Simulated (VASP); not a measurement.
Consider the following.

```xyz
2
Lattice="1.7800 -3.0831 0.0000 1.7800 3.0831 0.0000 0.0000 0.0000 5.5900" Properties=species:S:1:pos:R:3 pbc="T T T"
Er     1.7800     1.0277     1.3975
Er     1.7800    -1.0277     4.1925
```
Starting moments (μB, in the order of the record's atoms Er Er): 3.0 3.0.

Level of theory: PBE GGA, VASP's PBE PAW potentials (set 64) (plane waves; VASP 6.6.1). Run with 300 eV cut-off, 7×7×4 Γ-centred mesh, Fermi-Dirac smearing of 0.10 eV, potentials Er.

Problem. Give the spin-up energies of bands 15 to 28 at the high-symmetry points, in eV from the Fermi level.

Solution. 
| band | Γ | M | K | A | L | H |
|---|---|---|---|---|---|---|
| 15 | -2.15 | -2.10 | -2.12 | -2.14 | -2.09 | -2.14 |
| 16 | -2.12 | -2.07 | -2.07 | -2.14 | -2.09 | -2.14 |
| 17 | -2.12 | -1.94 | -1.94 | -2.14 | -1.90 | -1.93 |
| 18 | -1.90 | -1.91 | -1.94 | -2.14 | -1.90 | -1.93 |
| 19 | -1.83 | -1.90 | -1.88 | -1.79 | -1.88 | -1.85 |
| 20 | -1.83 | -1.90 | -1.83 | -1.79 | -1.88 | -1.85 |
| 21 | -1.79 | -1.85 | -1.83 | -1.78 | -1.81 | -1.83 |
| 22 | -1.78 | -1.74 | -1.79 | -1.78 | -1.81 | -1.83 |
| 23 | -1.76 | -1.62 | -0.43 | -1.78 | -1.61 | -0.10 |
| 24 | -1.76 | -1.01 | -0.43 | -1.78 | -1.61 | -0.10 |
| 25 | 1.29 | -0.52 | -0.36 | 1.53 | 0.52 | -0.04 |
| 26 | 2.49 | 0.23 | -0.18 | 1.53 | 0.52 | -0.04 |
| 27 | 2.51 | 2.04 | 1.70 | 2.40 | 1.89 | 0.90 |
| 28 | 2.90 | 2.19 | 1.70 | 2.40 | 1.89 | 0.90 |

Problem. Give the spin-down energies of bands 15 to 28 at the high-symmetry points, in eV from the Fermi level.

Solution. 
```json
[
 {"band": "15", "Γ": "-0.60", "M": "-0.64", "K": "-0.62", "A": "-0.64", "L": "-0.66", "H": "-0.44"},
 {"band": "16", "Γ": "-0.60", "M": "-0.60", "K": "-0.39", "A": "-0.64", "L": "-0.66", "H": "-0.44"},
 {"band": "17", "Γ": "-0.11", "M": "-0.57", "K": "-0.39", "A": "-0.06", "L": "-0.19", "H": "-0.32"},
 {"band": "18", "Γ": "-0.11", "M": "-0.09", "K": "-0.10", "A": "-0.06", "L": "-0.19", "H": "-0.32"},
 {"band": "19", "Γ": "-0.07", "M": "-0.08", "K": "-0.10", "A": "-0.06", "L": "0.00", "H": "0.27"},
 {"band": "20", "Γ": "-0.07", "M": "-0.03", "K": "-0.08", "A": "-0.06", "L": "0.00", "H": "0.27"},
 {"band": "21", "Γ": "0.03", "M": "0.02", "K": "0.02", "A": "0.04", "L": "0.15", "H": "0.31"},
 {"band": "22", "Γ": "0.10", "M": "0.05", "K": "0.17", "A": "0.04", "L": "0.15", "H": "0.31"},
 {"band": "23", "Γ": "0.29", "M": "0.26", "K": "0.28", "A": "0.28", "L": "0.34", "H": "0.32"},
 {"band": "24", "Γ": "0.36", "M": "0.47", "K": "0.28", "A": "0.28", "L": "0.34", "H": "0.32"},
 {"band": "25", "Γ": "1.47", "M": "0.48", "K": "0.47", "A": "1.79", "L": "0.80", "H": "0.36"},
 {"band": "26", "Γ": "2.64", "M": "0.49", "K": "0.47", "A": "1.79", "L": "0.80", "H": "0.36"},
 {"band": "27", "Γ": "2.65", "M": "2.19", "K": "1.85", "A": "2.55", "L": "2.07", "H": "1.09"},
 {"band": "28", "Γ": "3.09", "M": "2.31", "K": "1.85", "A": "2.55", "L": "2.07", "H": "1.09"}
]
```

It has no gap at this level: it comes out as a metal or semimetal.

The structure is a typed Er crystal. The cell was not relaxed at this level.
